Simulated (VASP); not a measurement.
VASP runs on Ca (fcc) share one base input (PBE GGA, plane waves, VASP's PBE PAW potentials (set 64)) and change the settings named in each case.

**POSCAR**
```
Ca
1
    0.0000000000     2.8458000000     2.8458000000
    2.8458000000     0.0000000000     2.8458000000
    2.8458000000     2.8458000000     0.0000000000
Ca
1
Direct
  0.0000000000   0.0000000000   0.0000000000
```

INCAR:
```
ALGO  =  Normal
EDIFF  =  1E-6
ENCUT  =  400
GGA  =  PE
ISIF  =  2
ISMEAR  =  1
LASPH  =  .True.
LCHARG  =  .False.
LREAL  =  .False.
LWAVE  =  .False.
NELM  =  100
PREC  =  Accurate
SIGMA  =  0.1
SYSTEM  =  Ca
```

File KPOINTS:
```
Automatic mesh
0
Gamma
10 10 10
0 0 0
```

POTCAR, in this order: Ca_sv (PBE.64 set). Program: vasp_std.

| change | electronic steps |
|---|---|
| base run | 10 |
| AMIX = 0.6, BMIX = 3.0, IMIX = 4 | 14 |
| AMIX = 0.6, BMIX = 1.0, IMIX = 4 | 10 |
| AMIX = 0.1, BMIX = 1.0, IMIX = 4 | 13 |
| AMIX = 0.2, BMIX = 3.0, IMIX = 1 | 45 |
| AMIX = 0.6, BMIX = 0.0001, IMIX = 1 | 12 |

Left out are runs that ran out of time, are held back, or changed the cell or the kind of run, fixed moments of cells without a moment, rows past the twelfth, gaps on odd meshes, pressures of charged cells and columns that move by less than the noise.

The compound is Ca in the fcc structure. The cell was not relaxed at this level.
